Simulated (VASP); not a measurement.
# LuSiIr: single point with PBE

The system is LuSiIr.

```
CELL_PARAMETERS angstrom
6.05217 -0.25146 0.95822
0.26250 6.45001 -0.22860
0.36680 0.08419 5.69209
ATOMIC_POSITIONS crystal
Ir 0.08401 0.66543 0.48875
Ir 0.05393 0.90801 0.13883
Ir 0.38820 0.68203 0.03105
Ir 0.66503 0.47315 0.72992
Lu 0.65597 0.74217 0.38208
Lu 0.00330 0.52026 0.95322
Lu 0.77004 0.21630 0.34368
Lu 0.38178 0.18816 0.90187
Si 0.74604 0.85760 0.83371
Si 0.33254 0.00324 0.36481
Si 0.39723 0.41050 0.32339
Si 0.04435 0.07642 0.68868
```

The cell was built by a generator and needn't be a form met in nature.

```json
{
  "Program": "VASP 6.6.1",
  "Task": "single point",
  "Functional": "PBE",
  "Potentials or basis": "VASP PAW PBE potentials, release 64 (Ir, Lu, Si)",
  "Cutoff": "520 eV",
  "k mesh": "3 × 3 × 3",
  "Occupations": "methfessel-paxton, width 0.15 eV",
  "Spin": "no spin polarisation",
  "Dipole correction": "no",
  "Further INCAR settings": "ALGO = Fast; EDIFF = 1e-06; NBANDS = 88"
}
```

```
Pressure               : 9.5 GPa
Largest force          : 4.872 eV/Å
Band gap on the k mesh : none (metal or under the smearing width)
```

Forces in eV/Å, atoms in the order of the input:
```
Ir   0.758 -0.723  0.095
Ir  -2.414  3.240 -2.723
Ir   2.042 -0.837  1.364
Ir   1.343  0.236 -0.738
Lu  -0.034 -0.076 -0.067
Lu   0.687 -0.575 -0.718
Lu   0.505 -0.616  0.573
Lu   0.821 -1.671 -0.241
Si   0.089 -0.512  1.136
Si  -0.247  0.526 -0.118
Si  -2.275  0.755  0.389
Si  -1.274  0.254  1.047
```

Stress tensor (GPa, compression positive):
```
12.63 -3.22 -2.16
-3.22 10.56 -2.26
-2.16 -2.26  5.45
```

Levels at points of the mesh, in eV from the Fermi level:
```csv
k point,band 73,band 74,band 75,band 76,band 77,band 78,band 79,band 80
"(0.00, 0.00, 0.00)",-0.66,-0.57,-0.42,-0.20,-0.05,0.14,0.70,0.88
```

It took 31 min on 1 thread of Intel(R) Xeon(R) Platinum 8488C (Sapphire Rapids) (shared host), peak memory 0.45 GiB.

Caveat: the k mesh is coarse (spacing up to 0.38 Å⁻¹), so the values aren't converged. Spin-orbit coupling is left out, which matters for the levels of Ir, Lu.
